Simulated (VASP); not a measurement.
Level of theory: PBE GGA with D4 dispersion, VASP's PBE PAW potentials (set 64) (plane waves; VASP).

The input files of a VASP run:

**INCAR**
```
# general
SYSTEM   =  Cu
PREC     =  Accurate
ENCUT    =  520   # plane-wave cut-off (eV)
LREAL    =  .FALSE.   # projection in real space or not
LASPH    =  .TRUE.

# electronic loop
EDIFF    =  1E-7
NELM     =  100
ALGO     =  Normal   # blocked Davidson
LMAXMIX  =  4   # l cut-off of mixed one-centre charges

# smearing
ISMEAR   =  1
SIGMA    =  0.1   # width (eV)

# functional
GGA      =  PE   # PBE
IVDW     =  13   # D4

# ions
ISIF     =  2   # forces and stress, cell fixed

# output
LWAVE    =  .FALSE.
LCHARG   =  .FALSE.
```

File POSCAR:
```
Cu
1
    0.0000000000     1.7888835734     1.7888835734
    1.7888835734     0.0000000000     1.7888835734
    1.7888835734     1.7888835734     0.0000000000
Cu
1
Direct
  0.0000000000   0.0000000000   0.0000000000
```

### KPOINTS
```
Automatic
0
G
  17 17 17
```

POTCAR, in this order: Cu (PBE.64 set). Program: vasp_std.

What VASP printed:

### OSZICAR
```
       N       E                     dE             d eps       ncg     rms          rms(c)
DAV:   1     0.354980179180E+02    0.35498E+02   -0.57649E+03  3059   0.206E+03
DAV:   2    -0.418111539499E+01   -0.39679E+02   -0.37702E+02  3005   0.197E+02
DAV:   3    -0.462973644984E+01   -0.44862E+00   -0.44692E+00  3490   0.302E+01
DAV:   4    -0.463298276178E+01   -0.32463E-02   -0.32459E-02  3586   0.229E+00
DAV:   5    -0.463302105081E+01   -0.38289E-04   -0.38290E-04  3494   0.199E-01    0.772E+00
DAV:   6    -0.406693962565E+01    0.56608E+00   -0.16459E+01  3123   0.955E+01    0.373E+00
DAV:   7    -0.372849927857E+01    0.33844E+00   -0.25069E+00  3189   0.370E+01    0.638E-01
DAV:   8    -0.371566204907E+01    0.12837E-01   -0.52440E-03  4001   0.983E-01    0.251E-01
DAV:   9    -0.371453059203E+01    0.11315E-02   -0.77700E-03  3356   0.192E+00    0.275E-02
DAV:  10    -0.371453573794E+01   -0.51459E-05   -0.22058E-05  4294   0.870E-02    0.116E-02
DAV:  11    -0.371453329073E+01    0.24472E-05   -0.38785E-06  3384   0.440E-02    0.262E-04
DAV:  12    -0.371453347220E+01   -0.18147E-06   -0.14838E-08  2017   0.185E-03    0.185E-04
DAV:  13    -0.371453348100E+01   -0.88062E-08   -0.63506E-09  1652   0.153E-03
   1 F= -.42914451E+01 E0= -.42914831E+01  d E =0.113906E-03
```

**OUTCAR**
```
------------------------ aborting loop because EDIFF is reached ----------------------------------------
  Edisp (eV):   -0.57691
  FORCE on cell =-STRESS in cart. coord.  units (eV):
  Direction    XX          YY          ZZ          XY          YZ          ZX
  --------------------------------------------------------------------------------------
  Total      -0.02537    -0.02537    -0.02537    -0.00000     0.00000     0.00000
  in kB      -3.54963    -3.54963    -3.54963    -0.00000     0.00000     0.00000
  external pressure =       -3.55 kB  Pullay stress =        0.00 kB
  volume of cell :       11.45
      direct lattice vectors                 reciprocal lattice vectors
     0.000000000  1.788883573  1.788883573    -0.279503936  0.279503936  0.279503936
     1.788883573  0.000000000  1.788883573     0.279503936 -0.279503936  0.279503936
     1.788883573  1.788883573  0.000000000     0.279503936  0.279503936 -0.279503936
 POSITION                                       TOTAL-FORCE (eV/Angst)
 -----------------------------------------------------------------------------------
      0.00000      0.00000      0.00000         0.000000     -0.000000     -0.000000
 -----------------------------------------------------------------------------------
    total drift:                               -0.000000     -0.000000     -0.000000
  FREE ENERGIE OF THE ION-ELECTRON SYSTEM (eV)
  ---------------------------------------------------
  free  energy   TOTEN  =        -4.2914451398 eV

  energy  without entropy=       -4.2915590460  energy(sigma->0) =       -4.29148311
```
(Selected blocks of OUTCAR.)

The compound is Cu in the fcc structure. It was relaxed first.
